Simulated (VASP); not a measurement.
An input for Ansatz (written as the equivalent of a VASP run, and not itself run):

Ansatz 0.2 input:
```yaml
crystal:
  lattice:
    - [1.3650000, -2.3642490, 0.0000000]
    - [1.3650000, 2.3642490, 0.0000000]
    - [0.0000000, 0.0000000, 4.3200000]
  atoms:
    - { symbol: Os, position: [0.3333330, 0.6666670, 0.2500000] }
    - { symbol: Os, position: [0.6666670, 0.3333330, 0.7500000] }
kpoints:
  mp_grid: { grid: [14, 14, 8] }
hamiltonian:
  xc: pbe
  dispersion: d4
  pseudopotentials: { kind: paw }
scf:
  occupations: { method: methfessel_paxton, width: 0.1 }
  max_iter: 100
relax:
  max_steps: 60
  f_tol: 0.01
  cell: {}
output: { forces: true, stress: true, eigenvalues: true }
```

Task: Translate this input to VASP (INCAR, KPOINTS, POSCAR, choice of POTCAR).

Result: This is not unique; one that fits is 
POSCAR:
```
Os
1.0
  1.3650000000  -2.3642490000   0.0000000000
  1.3650000000   2.3642490000   0.0000000000
  0.0000000000   0.0000000000   4.3200000000
Os
2
direct
  0.3333330000   0.6666670000   0.2500000000
  0.6666670000   0.3333330000   0.7500000000
```

**KPOINTS**
```
Automatic mesh
0
Gamma
14 14 8
0 0 0
```

INCAR:
```
! general
SYSTEM  = Os
PREC    = Accurate
ENCUT   = 520
LREAL   = .False.   ! projection in real space or not
LASPH   = .True.

! electronic loop
EDIFF   = 1E-6   ! SCF stop (eV)
NELM    = 100   ! most electronic steps
ALGO    = Normal
LMAXMIX = 6   ! l cut-off of mixed one-centre charges

! smearing
ISMEAR  = 1   ! Methfessel-Paxton
SIGMA   = 0.1   ! width (eV)

! functional
GGA     = PE
IVDW    = 13

! ions
IBRION  = 2   ! conjugate gradients
NSW     = 60   ! most ionic steps
ISIF    = 3
EDIFFG  = -0.01   ! ionic stop

! output
LWAVE   = .False.
LCHARG  = .False.
```

POTCAR, in this order: Os (PBE.64 set). Program: vasp_std.

The two are equivalent in intent, not identical: each code has its own PAW files, so the cut-off isn't converted (ENCUT is set for VASP's; basis.ecutwfc is left out, and Ansatz then takes the one that its files recommend); Ansatz stops its SCF on the density residual and VASP on the energy change (EDIFF).

The compound is Os in the hcp structure. This run relaxes it. Symmetry was kept, so distortions that lower it aren't found.
